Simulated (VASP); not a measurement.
# F2GeBr2 in VASP: settings compared

One molecule, F2GeBr2, is run at these levels: PBE, r2SCAN+D3(BJ), B3LYP, HSE06; tasks: electron localisation function, single point.

Everything below comes from runs of VASP 6.6.1. Logs are shortened: lines on timing, memory, paths and dates and some standing lists are left out, and cuts for length are marked.

## 1. The molecule as given

The cell holds a molecule in a box, 5 atoms: a = 12.000 Å, b = 13.000 Å, c = 12.000 Å, α = 90.00°, β = 90.00°, γ = 90.00°.

## 2. Electron localisation function, PBE

INCAR

```
PREC = Accurate ; ENCUT = 520
EDIFF = 1E-6 ; ISMEAR = 0
SIGMA = 0.01 ; LREAL = False
LASPH = True ; NELM = 60
ALGO = Normal ; ISIF = 2
LWAVE = False ; LCHARG = True
GGA = PE ; LELF = True
```

KPOINTS

```
regular mesh
0
Gamma
  1 1 1
```

POSCAR

```
GeBr2F2
1.0
   12.0000000000      0.0000000000      0.0000000000
    0.0000000000     13.0000000000      0.0000000000
    0.0000000000      0.0000000000     12.0000000000
F Ge Br
2 1 2
Direct
    0.6110125000      0.3847038500      0.5360791700
    0.4456958300      0.5018346200      0.6249791700
    0.5132541700      0.4752884600      0.5029291700
    0.3911541700      0.4075192300      0.3806875000
    0.5997208300      0.6185269200      0.4422291700
```

Potentials or basis: VASP PAW PBE potentials, release 64 (F, Ge_d, Br).

On the command line:

```
$ cat potpaw_PBE.64/F/POTCAR potpaw_PBE.64/Ge_d/POTCAR potpaw_PBE.64/Br/POTCAR > POTCAR
$ mpirun -np 1 vasp_gam > vasp.out
```

OUTCAR:

```text
PREC = Accurate
   ENCUT = 520
   EDIFF = 1E-6
   ISMEAR = 0
   LREAL = False
   LASPH = True
   NELM = 60
   ISIF = 2
   GGA = PE

 ion  position               nearest neighbor table
   1  0.611  0.385  0.536-   3 1.71
   2  0.446  0.502  0.625-   3 1.71
   3  0.513  0.475  0.503-   1 1.71   2 1.71   5 2.25   4 2.25
   4  0.391  0.408  0.381-   3 2.25
   5  0.600  0.619  0.442-   3 2.25

  LATTYP: Found a simple tetragonal cell.
 ALAT       =    12.0000000000
 C/A-ratio  =     1.0833333333

  Lattice vectors:

 A1 = ( -12.0000000000,   0.0000000000,   0.0000000000)
 A2 = (   0.0000000000,   0.0000000000,  12.0000000000)
 A3 = (   0.0000000000,  13.0000000000,   0.0000000000)

Analysis of symmetry for initial positions (statically):
=====================================================================
 Subroutine PRICEL returns:
 Original cell was already a primitive cell.

 Routine SETGRP: Setting up the symmetry group for a
 simple tetragonal supercell.

 Subroutine GETGRP returns: Found  1 space group operations
 (whereof  1 operations were pure point group operations)
 out of a pool of 16 trial point group operations.

The static configuration has the point symmetry C_1 .

Analysis of symmetry for dynamics (positions and initial velocities):
=====================================================================
 Subroutine PRICEL returns:
 Original cell was already a primitive cell.

 Routine SETGRP: Setting up the symmetry group for a
 simple tetragonal supercell.

 Subroutine GETGRP returns: Found  1 space group operations
 (whereof  1 operations were pure point group operations)
 out of a pool of 16 trial point group operations.

The dynamic configuration has the point symmetry C_1 .

 Subroutine INISYM returns: Found  1 space group operations
 (whereof  1 operations are pure point group operations),
 and found     1 'primitive' translations

----------------------------------------------------------------------------------------

                                     Primitive cell

  volume of cell :    1872.0000

  direct lattice vectors                    reciprocal lattice vectors
    12.000000000  0.000000000  0.000000000     0.083333333  0.000000000  0.000000000
     0.000000000 13.000000000  0.000000000     0.000000000  0.076923077  0.000000000
[... 67 lines left out ...]
   EDIFF  = 0.1E-05   stopping-criterion for ELM
   LREAL  =      F    real-space projection
   EDIFFG = 0.1E-04   stopping-criterion for IOM
   NSW    =      0    number of steps for IOM
   IBRION =     -1    ionic relax: 0-MD 1-quasi-New 2-CG
   NFREE  =      0    steps in history (QN), initial steepest desc. (CG)
   ISIF   =      2    stress and relaxation
   ISYM   =      2    0-nonsym 1-usesym 2-fastsym
   POTIM  = 0.5000    time-step for ionic-motion
   TEBEG  =    0.0;   TEEND  =   0.0 temperature during run
   PSTRESS=    0.0 pullay stress
   NELECT =      42.0000    total number of electrons
   NUPDOWN=      -1.0000    fix difference up-down
   EMIN   =  10.00;   EMAX   =-10.00  energy-range for DOS
   EFERMI =   0.00;   METHOD = LEGACY
   ISMEAR =     0;   SIGMA  =   0.01  broadening in eV -4-tet -1-fermi 0-gaus
   EFERMI_NEDOS =   21; number of points for ismear=-14 and -15
   IALGO  =     38    algorithm
   IMIX   =      4    mixing-type and parameters
     AMIX     =   0.40;   BMIX     =  1.00
     AMIX_MAG =   1.60;   BMIX_MAG =  1.00
  volume/ion in A,a.u.               =     374.40      2526.58
  Fermi-wavevector in a.u.,A,eV,Ry     =   0.461731  0.872546  2.900705  0.213196
  Thomas-Fermi vector in A             =   1.448934
   LORBIT       =      0    0 simple, 1 ext, 2 COOP (PROOUT), +10 PAW based schemes
   GGA     = PE    functional components
   LHFCALC =     F    Hartree Fock is set to
   AEXX    =    0.0000 exact exchange contribution
   IVDW    =     0    specifies the selected vdW correction
   LEPSILON=     F    determine dielectric tensor
   LRPA    =     F    only Hartree local field effects (RPA)
 non-spin polarized calculation
 Gauss-broadening in eV      SIGMA  =   0.01
  energy-cutoff  :      520.00
  volume of cell :     1872.00
 maximum number of plane-waves:     25235
 NGX is ok and might be reduce to    90
   NGX = 45   NGY = 49   NGZ = 45

 number of electron      42.0000022 magnetization

 Free energy of the ion-electron system (eV)
  ---------------------------------------------------
  ext. energy  EPLUGINS =         0.00000000
  ---------------------------------------------------
  free energy    TOTEN  =       -18.75686145 eV

  energy without entropy =      -18.75686145  energy(sigma->0) =      -18.75686145

 E-fermi :  -7.4796     XC(G=0):  -0.9444

 val. band max:       -7.5494565536   @ k =   0.0000   0.0000   0.0000
 cond. band min:      -3.1836971714   @ k =   0.0000   0.0000   0.0000
 fundamental gap:      4.3657593822
 Fermi energy:        -7.4796409917

 k-point     1 :       0.0000    0.0000    0.0000
  band No.  band energies     occupation
      1     -31.8010      2.00000
      2     -31.5254      2.00000
      3     -31.1170      2.00000
      4     -31.0489      2.00000
      5     -31.0360      2.00000
      6     -29.2863      2.00000
[... 17 lines left out ...]
     24      -0.3002      0.00000
     25      -0.0049      0.00000

------------------------ aborting loop because EDIFF is reached ----------------------------------------

  FORCE on cell =-STRESS in cart. coord.  units (eV):
  Direction    XX          YY          ZZ          XY          YZ          ZX
  --------------------------------------------------------------------------------------
  -------------------------------------------------------------------------------------
  Total        1.4235040      1.3385135      1.4567128     -0.2599615      0.0057392     -0.1118819
  in kB        1.2183257      1.1455854      1.2467480     -0.2224917      0.0049120     -0.0957557
  external PRESSURE =       1.2035531 kB  Pullay stress =       0.0000000 kB

 VOLUME and BASIS-vectors are now :
 -----------------------------------------------------------------------------
  energy-cutoff  :      520.00
  volume of cell :     1872.00
      direct lattice vectors                 reciprocal lattice vectors
    12.000000000  0.000000000  0.000000000     0.083333333  0.000000000  0.000000000
     0.000000000 13.000000000  0.000000000     0.000000000  0.076923077  0.000000000
     0.000000000  0.000000000 12.000000000     0.000000000  0.000000000  0.083333333

 POSITION                                       TOTAL-FORCE (eV/Angst)
 -----------------------------------------------------------------------------------
      7.33215      5.00115      6.43295         0.568551     -0.576140      0.211212
      5.34835      6.52385      7.49975        -0.382779      0.158337      0.723649
      6.15905      6.17875      6.03515        -0.121012      0.268056     -0.600409
      4.69385      5.29775      4.56825        -0.241667     -0.155219     -0.229032
      7.19665      8.04085      5.30675         0.176906      0.304967     -0.105420
 -----------------------------------------------------------------------------------
    total drift:                                0.002773      0.003937     -0.000554

  FREE ENERGIE OF THE ION-ELECTRON SYSTEM (eV)
  ---------------------------------------------------
  free  energy   TOTEN  =       -18.7568614460 eV

  energy  without entropy=      -18.7568614460  energy(sigma->0) =      -18.75686145
```

It took 3.1 min on 1 thread of AMD EPYC 7R43 (Zen 3), shared host; peak memory 1.3 GiB.

Results:

```yaml
Free_energy: -18.7569 eV
Largest_force: 0.837 eV/Å
Gap_between_the_frontier_levels: 4.37 eV
```

Forces on the atoms (eV/Å):
```
F    0.569 -0.576  0.211
F   -0.383  0.158  0.724
Ge  -0.121  0.268 -0.600
Br  -0.242 -0.155 -0.229
Br   0.177  0.305 -0.105
```

Levels at points of the mesh, in eV from the valence-band top:
```tsv
k point	band 19	band 20	band 21	band 22	band 23	band 24
(0.00, 0.00, 0.00)	-0.38	-0.14	0.00	4.37	7.23	7.25
```

As with any semilocal functional, this PBE gap is likely too small.

## 3. Single point, r2SCAN+D3(BJ)

INCAR

```
SYSTEM = GeBr2F2
PREC = Accurate
ENCUT = 400
EDIFF = 1E-6
ISMEAR = 0
SIGMA = 0.01
LREAL = .False.
LASPH = .True.
NELM = 100
ALGO = Normal
ISIF = 2
LWAVE = .False.
LCHARG = .True.
METAGGA = R2SCAN
LMIXTAU = .True.
IVDW = 12
VDW_S6 = 1.0
VDW_S8 = 0.78981345
VDW_A1 = 0.49484001
VDW_A2 = 5.73083694
LELF = .True.
LVHAR = .True.
LVACPOTAV = .True.
```

KPOINTS

```
regular mesh
0
Gamma
  1 1 1
  0 0 0
```

POSCAR

```
GeBr2F2
1.0
   12.0000000000      0.0000000000      0.0000000000
    0.0000000000     13.0000000000      0.0000000000
    0.0000000000      0.0000000000     12.0000000000
F Ge Br
2 1 2
Cartesian
    7.3321500000      5.0011500500      6.4329500400
    5.3483499600      6.5238500600      7.4997500400
    6.1590500400      6.1787499800      6.0351500400
    4.6938500400      5.2977499900      4.5682500000
    7.1966499600      8.0408499600      5.3067500400
```

Potentials or basis: VASP PAW PBE potentials, release 64 (F_s, Ge_d, Br).

On the command line:

```
$ cat potpaw_PBE.64/F_s/POTCAR potpaw_PBE.64/Ge_d/POTCAR potpaw_PBE.64/Br/POTCAR > POTCAR
$ mpirun -np 1 vasp_gam > vasp.out
```

It took 8.6 min on 1 thread of AMD EPYC 7R43 (Zen 3), shared host; peak memory 1.2 GiB.

Results (log left out):

* Free energy: -54.1881 eV
* Largest force: 0.639 eV/Å
* Gap between the frontier levels: 4.90 eV
* Dispersion energy per atom: -0.008 eV

Forces on the atoms (eV/Å):
```
F    0.290 -0.297  0.128
F   -0.187  0.062  0.369
Ge  -0.125  0.262 -0.569
Br   0.029  0.006  0.040
Br  -0.007 -0.032  0.032
```

Levels at points of the mesh, in eV from the valence-band top:
| k point | band 17 | band 18 | band 19 | band 20 | band 21 | band 22 | band 23 | band 24 | band 25 |
| --- | --- | --- | --- | --- | --- | --- | --- | --- | --- |
| (0.00, 0.00, 0.00) | -1.57 | -0.51 | -0.40 | -0.14 | 0.00 | 4.90 | 7.93 | 8.04 | 8.30 |

Caveat: the PAW data sets were made with another functional, which shifts forces and pressure a little. r2SCAN opens gaps a little over a GGA but as a rule still falls short of measured ones.

## 4. Single point, B3LYP

POSCAR is that of step 3.

INCAR.step1

```
PREC = Accurate
ENCUT = 520
EDIFF = 1E-5
ISMEAR = 0
SIGMA = 0.01
LREAL = False
LASPH = True
NELM = 60
ALGO = Normal
ISIF = 2
LWAVE = True
LCHARG = False
GGA = PE
```

INCAR.step2

```
PREC = Accurate
ENCUT = 520
EDIFF = 1E-6
ISMEAR = 0
SIGMA = 0.01
LREAL = False
LASPH = True
NELM = 60
ALGO = Normal
ISIF = 2
LWAVE = False
LCHARG = False
GGA = B3
LHFCALC = True
AEXX = 0.2
AGGAX = 0.72
AGGAC = 0.81
ALDAC = 0.19
PRECFOCK = Normal
ISTART = 1
```

KPOINTS

```
Automatic mesh
0
Gamma
  1 1 1
```

Potentials or basis: VASP PAW PBE potentials, release 64 (F, Ge_d, Br).

On the command line:

```
$ cat potpaw_PBE.64/F/POTCAR potpaw_PBE.64/Ge_d/POTCAR potpaw_PBE.64/Br/POTCAR > POTCAR
$ cp INCAR.step1 INCAR
$ mpirun -np 1 vasp_gam > vasp.out
$ cp INCAR.step2 INCAR
$ mpirun -np 1 vasp_gam > vasp.out
```

OUTCAR:

```text
PREC = Accurate
   ENCUT = 520
   EDIFF = 1E-6
   ISMEAR = 0
   LREAL = False
   LASPH = True
   NELM = 60
   ISIF = 2
   GGA = B3
   LHFCALC = True
   AEXX = 0.2
   PRECFOCK = Normal
   ISTART = 1

 ion  position               nearest neighbor table
   1  0.611  0.385  0.536-   3 1.71
   2  0.446  0.502  0.625-   3 1.71
   3  0.513  0.475  0.503-   1 1.71   2 1.71   5 2.25   4 2.25
   4  0.391  0.408  0.381-   3 2.25
   5  0.600  0.619  0.442-   3 2.25

  LATTYP: Found a simple tetragonal cell.
 ALAT       =    12.0000000000
 C/A-ratio  =     1.0833333333

  Lattice vectors:

 A1 = ( -12.0000000000,   0.0000000000,   0.0000000000)
 A2 = (   0.0000000000,   0.0000000000,  12.0000000000)
 A3 = (   0.0000000000,  13.0000000000,   0.0000000000)

Analysis of symmetry for initial positions (statically):
=====================================================================
 Subroutine PRICEL returns:
 Original cell was already a primitive cell.

[... 157 lines left out ...]
  free energy    TOTEN  =       -23.69462365 eV

  energy without entropy =      -23.69462365  energy(sigma->0) =      -23.69462365

 E-fermi :  -8.5453     XC(G=0):  -0.7334

 val. band max:       -8.6151577191   @ k =   0.0000   0.0000   0.0000
 cond. band min:      -2.5734466209   @ k =   0.0000   0.0000   0.0000
 fundamental gap:      6.0417110982
 Fermi energy:        -8.5452702782

 k-point     1 :       0.0000    0.0000    0.0000
  band No.  band energies     occupation
      1     -35.1189      2.00000
      2     -34.8546      2.00000
      3     -34.5157      2.00000
      4     -34.4431      2.00000
      5     -34.4301      2.00000
      6     -32.1798      2.00000
[... 17 lines left out ...]
     24       0.3171      0.00000
     25       0.4311      0.00000

------------------------ aborting loop because EDIFF is reached ----------------------------------------

  FORCE on cell =-STRESS in cart. coord.  units (eV):
  Direction    XX          YY          ZZ          XY          YZ          ZX
  --------------------------------------------------------------------------------------
  -------------------------------------------------------------------------------------
  Total        1.0063803      0.9791601      1.0118888     -0.0624032      0.0001431     -0.0256034
  in kB        0.8613246      0.8380278      0.8660392     -0.0534086      0.0001225     -0.0219131
  external PRESSURE =       0.8551305 kB  Pullay stress =       0.0000000 kB

 VOLUME and BASIS-vectors are now :
 -----------------------------------------------------------------------------
  energy-cutoff  :      520.00
  volume of cell :     1872.00
      direct lattice vectors                 reciprocal lattice vectors
    12.000000000  0.000000000  0.000000000     0.083333333  0.000000000  0.000000000
     0.000000000 13.000000000  0.000000000     0.000000000  0.076923077  0.000000000
     0.000000000  0.000000000 12.000000000     0.000000000  0.000000000  0.083333333

 POSITION                                       TOTAL-FORCE (eV/Angst)
 -----------------------------------------------------------------------------------
      7.33215      5.00115      6.43295         0.407483     -0.418596      0.175809
      5.34835      6.52385      7.49975        -0.264847      0.099363      0.538613
      6.15905      6.17875      6.03515        -0.090249      0.195609     -0.440169
      4.69385      5.29775      4.56825        -0.220072     -0.150489     -0.194312
      7.19665      8.04085      5.30675         0.167686      0.274114     -0.079940
 -----------------------------------------------------------------------------------
    total drift:                                0.001458      0.002000      0.000687

  FREE ENERGIE OF THE ION-ELECTRON SYSTEM (eV)
  ---------------------------------------------------
  free  energy   TOTEN  =       -23.6946236533 eV

  energy  without entropy=      -23.6946236533  energy(sigma->0) =      -23.69462365
```

OUTCAR.step1:

```text
PREC = Accurate
   ENCUT = 520
   EDIFF = 1E-5
   ISMEAR = 0
   LREAL = False
[... 237 lines left out ...]
      5.34835      6.52385      7.49975        -0.382819      0.158376      0.723663
      6.15905      6.17875      6.03515        -0.120952      0.267912     -0.600189
      4.69385      5.29775      4.56825        -0.241667     -0.155168     -0.229108
      7.19665      8.04085      5.30675         0.176880      0.304981     -0.105503
 -----------------------------------------------------------------------------------
    total drift:                                0.002824      0.003723     -0.000077

  FREE ENERGIE OF THE ION-ELECTRON SYSTEM (eV)
  ---------------------------------------------------
  free  energy   TOTEN  =       -18.7568537196 eV

  energy  without entropy=      -18.7568537196  energy(sigma->0) =      -18.75685372
```

OSZICAR.step1:

```text
N       E                     dE             d eps       ncg     rms          rms(c)
DAV:   1     0.467786465606E+03    0.46779E+03   -0.13869E+04    58   0.112E+03
DAV:   2     0.169507061264E+03   -0.29828E+03   -0.28860E+03    68   0.223E+02
DAV:   3     0.151053203886E+01   -0.16800E+03   -0.16772E+03    67   0.161E+02
[... 13 lines left out ...]
DAV:  17    -0.187567203008E+02   -0.10773E-03   -0.58840E-06    44   0.139E-02    0.369E-03
DAV:  18    -0.187568084228E+02   -0.88122E-04   -0.44736E-06    44   0.187E-02    0.217E-03
DAV:  19    -0.187568333626E+02   -0.24940E-04   -0.12511E-06    44   0.756E-03    0.162E-03
DAV:  20    -0.187568473765E+02   -0.14014E-04   -0.73105E-07    44   0.575E-03    0.752E-04
DAV:  21    -0.187568537196E+02   -0.63431E-05   -0.15639E-07    44   0.673E-03
   1 F= -.18756854E+02 E0= -.18756854E+02  d E =-.224352E-23
```

Wall time 11 min (1 thread of AMD EPYC 7R43 (Zen 3), shared host); peak memory 1.3 GiB.

What came out:

| Quantity | Value |
| --- | --- |
| Free energy | -23.6946 eV |
| Largest force | 0.610 eV/Å |
| Gap between the frontier levels | 6.04 eV |

Forces on the atoms (eV/Å):
```
F    0.407 -0.419  0.176
F   -0.265  0.099  0.539
Ge  -0.090  0.196 -0.440
Br  -0.220 -0.150 -0.194
Br   0.168  0.274 -0.080
```

Levels at points of the mesh, in eV from the valence-band top:
```tsv
k point	band 17	band 18	band 19	band 20	band 21	band 22	band 23	band 24	band 25
(0.00, 0.00, 0.00)	-1.63	-0.53	-0.42	-0.15	0.00	6.04	8.60	8.93	9.05
```

Caveat: the PAW data sets were made with another functional, which shifts forces and pressure a little.

(Continued in part 2 of 2.)
